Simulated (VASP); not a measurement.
OSZICAR of a VASP run on CuI (zinc blende):

**OSZICAR**
```
       N       E                     dE             d eps       ncg     rms          rms(c)
DAV:   1     0.104701941723E+03    0.10470E+03   -0.76437E+03   754   0.141E+03
DAV:   2     0.175609572424E+01   -0.10295E+03   -0.96341E+02   754   0.261E+02
DAV:   3    -0.552259779807E+01   -0.72787E+01   -0.71682E+01  1024   0.824E+01
DAV:   4    -0.577617305324E+01   -0.25358E+00   -0.25341E+00   932   0.133E+01
DAV:   5    -0.578322105666E+01   -0.70480E-02   -0.70477E-02  1068   0.227E+00    0.536E+00
DAV:   6    -0.570523425861E+01    0.77987E-01   -0.35856E+00   803   0.543E+01    0.347E+00
DAV:   7    -0.555942351333E+01    0.14581E+00   -0.80905E-01   809   0.323E+01    0.174E+00
DAV:   8    -0.556216390112E+01   -0.27404E-02   -0.50995E-02  1121   0.386E+00    0.484E-01
DAV:   9    -0.555896861705E+01    0.31953E-02   -0.16035E-02   937   0.398E+00    0.144E-01
DAV:  10    -0.555913083820E+01   -0.16222E-03   -0.72368E-04   932   0.269E-01    0.721E-02
DAV:  11    -0.555917759436E+01   -0.46756E-04   -0.41624E-04   947   0.623E-01    0.318E-02
DAV:  12    -0.555917525626E+01    0.23381E-05   -0.38666E-05  1201   0.127E-01    0.275E-02
DAV:  13    -0.555917417926E+01    0.10770E-05   -0.20691E-06  1136   0.297E-02    0.158E-02
DAV:  14    -0.555917346064E+01    0.71862E-06   -0.80710E-06  1047   0.906E-02    0.295E-03
DAV:  15    -0.555917384244E+01   -0.38180E-06   -0.12403E-06   804   0.827E-03    0.476E-03
DAV:  16    -0.555917379640E+01    0.46040E-07   -0.39923E-08   497   0.298E-03
   1 F= -.55591738E+01 E0= -.55591738E+01  d E =-.149792E-13
```

**Question.** Which electronic solver shows in the log?

**Answer.** It is blocked Davidson (ALGO = Normal, or the opening steps of other solvers). The INCAR had ALGO = Normal.

**Question.** Can the final energy be trusted as converged?

**Answer.** The run converged. It stopped with EDIFF = 1E-7, NELM = 100 (PBE GGA, plane waves, VASP's PBE PAW potentials (set 64)).

The compound is CuI in the zinc blende structure. This cell was strained or had an atom moved on purpose.
